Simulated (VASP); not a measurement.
OSZICAR of a VASP run on MgI2:

### OSZICAR
```
       N       E                     dE             d eps       ncg     rms          rms(c)
DAV:   1     0.750972893446E+02    0.75097E+02   -0.39955E+03   816   0.641E+02
DAV:   2    -0.687972190823E+00   -0.75785E+02   -0.70592E+02  1256   0.129E+02
DAV:   3    -0.765482230670E+01   -0.69669E+01   -0.69352E+01  1060   0.471E+01
DAV:   4    -0.784473879521E+01   -0.18992E+00   -0.18988E+00  1104   0.975E+00
DAV:   5    -0.784841774954E+01   -0.36790E-02   -0.36788E-02  1080   0.137E+00    0.405E+00
DAV:   6    -0.772628532369E+01    0.12213E+00   -0.15332E-01   944   0.213E+00    0.279E+00
DAV:   7    -0.770509340525E+01    0.21192E-01   -0.18054E-01   936   0.238E+00    0.605E-01
DAV:   8    -0.770079930809E+01    0.42941E-02   -0.17923E-02   908   0.789E-01    0.307E-01
DAV:   9    -0.770090781852E+01   -0.10851E-03   -0.13155E-03  1060   0.264E-01    0.131E-01
DAV:  10    -0.770089411559E+01    0.13703E-04   -0.93764E-05   952   0.760E-02    0.443E-02
DAV:  11    -0.770089832298E+01   -0.42074E-05   -0.30008E-05   988   0.346E-02    0.467E-02
DAV:  12    -0.770090089606E+01   -0.25731E-05   -0.88464E-06   940   0.227E-02    0.184E-02
DAV:  13    -0.770090553653E+01   -0.46405E-05   -0.15597E-06   624   0.861E-03    0.365E-03
DAV:  14    -0.770091605030E+01   -0.10514E-04   -0.62380E-06   888   0.145E-02    0.137E-02
DAV:  15    -0.770091734065E+01   -0.12904E-05   -0.11275E-06   788   0.598E-03    0.213E-03
DAV:  16    -0.770091808469E+01   -0.74404E-06   -0.37272E-07   720   0.371E-03
   1 F= -.77009181E+01 E0= -.77009376E+01  d E =0.585647E-04
```

### Question
Which electronic solver shows in the log?

### Answer
It is blocked Davidson (ALGO = Normal, or the opening steps of other solvers). The INCAR had ALGO = Normal.

### Question
Can the final energy be trusted as converged?

### Answer
Self-consistency was reached. It stopped with EDIFF = 1E-6, NELM = 100 (PBE GGA, plane waves, VASP's PBE PAW potentials (set 64)). The cell holds a wide vacuum, so values per volume refer to the whole cell.

The cell is a sheet with vacuum, built from a generated structure.
